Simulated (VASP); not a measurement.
Consider the following.

```xyz
80
Lattice="9.1758 -4.8066 0.0004 9.1758 4.8066 0.0004 6.6576 0.0000 7.9357" Properties=species:S:1:pos:R:3 pbc="T T T"
Si    10.6661     0.0009     3.3606
Al     4.4016     0.0000     1.3968
Al     1.8507     0.0000     0.5873
Al     8.1180     0.0430     2.5439
Al    13.9828     0.0000     7.3488
Al     7.7305     0.0000     5.3647
Al     5.1795     0.0000     4.5552
Al    11.4318     0.0000     6.5393
Al    15.2419     2.4033     3.3812
Al     8.9896     2.4033     1.3970
Al     6.4386     2.4033     0.5875
Al    12.6909     2.4033     2.5716
Al    18.5707     2.4033     7.3490
Al    12.3184     2.4033     5.3649
Al     9.8060     2.3644     4.5757
Al    16.0198     2.4033     6.5395
Al    15.2419    -2.4033     3.3812
Al     8.9896    -2.4033     1.3970
Al     6.4386    -2.4033     0.5875
Al    12.6909    -2.4033     2.5716
Al    18.5707    -2.4033     7.3490
Al    12.3184    -2.4033     5.3649
Al     9.7564    -2.3677     4.5160
Al    16.0198    -2.4033     6.5395
Al    19.8298     0.0000     3.3814
Al    13.5775     0.0000     1.3972
Al    11.0257    -0.0496     0.6178
Al    17.2789     0.0000     2.5718
Al    23.1586     0.0000     7.3492
Al    16.9063     0.0000     5.3651
Al    14.3554     0.0000     4.5556
Al    20.6077     0.0000     6.5397
O      4.7906    -0.9325     2.9760
O      5.1759     1.6679     1.7619
O      7.7141     0.9325     0.9923
O      6.8403     0.7354     3.7458
O      7.3288    -1.6679     2.2064
O      5.6644    -0.7354     0.2224
O      8.1194    -0.9325     6.9438
O      8.5047     1.6679     5.7297
O     11.0912     0.9497     4.9726
O     10.1691     0.7354     7.7137
O     10.6576    -1.6679     6.1742
O      9.0391    -0.6968     4.1948
O      9.3652     1.4282     2.9800
O      9.7638     4.0712     1.7621
O     12.3020     3.3358     0.9925
O     11.4282     3.1387     3.7460
O     11.9076     0.7832     2.1907
O     10.2523     1.6679     0.2227
O     12.7073     1.4708     6.9440
O     13.0926     4.0712     5.7299
O     15.6308     3.3358     4.9603
O     14.7570     3.1387     7.7139
O     15.2456     0.7354     6.1744
O     13.5811     1.6679     4.1905
O      9.3785    -3.3358     2.9762
O      9.7970    -0.7507     1.7370
O     12.3020    -1.4708     0.9925
O     11.4312    -1.6434     3.7130
O     11.9167    -4.0712     2.2066
O     10.2523    -3.1387     0.2227
O     12.7073    -3.3358     6.9440
O     13.0926    -0.7354     5.7299
O     15.6308    -1.4708     4.9603
O     14.7570    -1.6679     7.7139
O     15.2456    -4.0712     6.1744
O     13.5811    -3.1387     4.1905
O     13.9664    -0.9325     2.9764
O     14.3517     1.6679     1.7623
O     16.8899     0.9325     0.9927
O     16.0161     0.7354     3.7462
O     16.5047    -1.6679     2.2068
O     14.8402    -0.7354     0.2229
O     17.2952    -0.9325     6.9443
O     17.6805     1.6679     5.7302
O     20.2188     0.9325     4.9605
O     19.3449     0.7354     7.7141
O     19.8335    -1.6679     6.1746
O     18.1691    -0.7354     4.1907
```
Cell charge -1.

Computed with PBE GGA, VASP's PBE PAW potentials (set 64) (plane waves; VASP 6.6.1). Numerical set-up: PREC = Normal, LREAL = Auto, ISYM = 0, NELECT = 386.0, EDIFF = 1E-5, 400 eV cut-off, 1×1×1 Γ-centred mesh, Gaussian smearing of 0.050 eV, potentials Si Al O.

The cell is charged, with a uniform compensating background. The supercell is sampled at Γ alone, which is coarse: total energies, pressure and levels can be off, energies of defects by several tenths of an eV.

### Question
The ions are relaxed. Which structure does the run end with?

### Answer

```xyz
80
Lattice="9.1758 -4.8066 0.0004 9.1758 4.8066 0.0004 6.6576 0.0000 7.9357" Properties=species:S:1:pos:R:3 pbc="T T T"
Si    10.6313     0.0000     3.3741
Al     4.4096     0.0008     1.3974
Al     1.8493     0.0011     0.5844
Al     8.0630    -0.0001     2.5564
Al    13.9940    -0.0056     7.3461
Al     7.7313     0.0064     5.3748
Al     5.1749     0.0098     4.5493
Al    11.4334    -0.0094     6.5385
Al    15.2491     2.4038     3.3894
Al     8.9973     2.4109     1.3875
Al     6.4357     2.3974     0.5769
Al    12.6896     2.4083     2.5783
Al    18.5767     2.4071     7.3589
Al    12.3444     2.4227     5.3640
Al     9.7604     2.4236     4.5565
Al    16.0179     2.4025     6.5361
Al    15.2539    -2.3963     3.3791
Al     8.9947    -2.4151     1.3960
Al     6.4311    -2.4057     0.5923
Al    12.6956    -2.3977     2.5629
Al    18.5796    -2.4108     7.3487
Al    12.3382    -2.4060     5.3899
Al     9.7604    -2.4173     4.5667
Al    16.0189    -2.3999     6.5356
Al    19.8408     0.0068     3.3742
Al    13.6075    -0.0150     1.3911
Al    11.0284    -0.0038     0.5687
Al    17.2762     0.0016     2.5715
Al    23.1680     0.0009     7.3494
Al    16.9103     0.0018     5.3648
Al    14.3555     0.0009     4.5536
Al    20.5998     0.0007     6.5354
O      4.7940    -0.9286     2.9774
O      5.1822     1.6682     1.7573
O      7.7177     0.9292     0.9881
O      6.8432     0.7397     3.7427
O      7.3298    -1.6684     2.2098
O      5.6683    -0.7383     0.2238
O      8.1236    -0.9310     6.9443
O      8.5112     1.6655     5.7203
O     11.0206     0.8728     4.8953
O     10.1750     0.7322     7.7045
O     10.6620    -1.6715     6.1735
O      9.0274    -0.7230     4.1762
O      9.4043     1.4456     2.9841
O      9.7692     4.0728     1.7608
O     12.3033     3.3311     0.9994
O     11.4296     3.1398     3.7480
O     11.8545     0.7181     2.2700
O     10.2544     1.6628     0.2309
O     12.7017     1.4683     6.9273
O     13.0958     4.0824     5.7235
O     15.6446     3.3381     4.9583
O     14.7590     3.1380     7.7066
O     15.2470     0.7364     6.1754
O     13.5799     1.6670     4.1951
O      9.3833    -3.3247     2.9772
O      9.7837    -0.7210     1.7912
O     12.3065    -1.4677     0.9900
O     11.3989    -1.5905     3.7101
O     11.9206    -4.0606     2.2063
O     10.2574    -3.1381     0.2219
O     12.7062    -3.3360     6.9537
O     13.0955    -0.7395     5.7244
O     15.6348    -1.4713     4.9576
O     14.7682    -1.6646     7.7192
O     15.2452    -4.0643     6.1733
O     13.5716    -3.1256     4.1885
O     13.9693    -0.9256     2.9728
O     14.3403     1.6593     1.7665
O     16.8896     0.9293     0.9943
O     16.0194     0.7394     3.7446
O     16.5175    -1.6714     2.2091
O     14.8451    -0.7443     0.2152
O     17.3010    -0.9332     6.9396
O     17.6834     1.6655     5.7358
O     20.2258     0.9497     4.9511
O     19.3436     0.7356     7.7331
O     19.8401    -1.6833     6.1645
O     18.1727    -0.7277     4.1899
```
Cell charge -1.

### Question
How much energy does the relaxation gain?

### Answer
The energy (σ→0) changes by -4.5 meV/atom, in 28 ionic steps.

The cell is a supercell with a defect, built from Al2O3 (corundum): Si_Al, charge -1. The run is not spin-polarised, so no state with unpaired spins was tried.
